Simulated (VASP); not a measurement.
```
MgSe
1.0
    0.00000     2.75183     2.75183
    2.75183     0.00000     2.75183
    2.75183     2.75183     0.00000
Mg Se
1 1
Direct
  0.00000   0.00000   0.00000
  0.50000   0.50000   0.50000
```

Calculation: PBE GGA, VASP's PBE PAW potentials (set 64) (plane waves; VASP). Numerical set-up: 480 eV cut-off, 8×8×8 Γ-centred mesh, Gaussian smearing of 0.050 eV, potentials Mg Se.

### Question
The ions, cell shape and volume at an external pressure of 1.0 GPa are relaxed. Give the cell that the relaxation ends in.

### Answer

```
MgSe
1.0
    0.00000     2.73768     2.73768
    2.73768     0.00000     2.73768
    2.73768     2.73768     0.00000
Mg Se
1 1
Direct
  0.00000   0.00000   0.00000
  0.50000   0.50000   0.50000
```
Space group Fm-3m (225), at a tolerance of 0.03 Å.

### Question
How do energy and volume change from the first to the last step?

### Answer
The energy (σ→0) changes by +1.0 meV/atom and the volume by -1.5 %, in 3 ionic steps.

The compound is MgSe in the rock salt structure. This run relaxes it under an external pressure of 1 GPa. Symmetry was kept, so distortions that lower it aren't found.
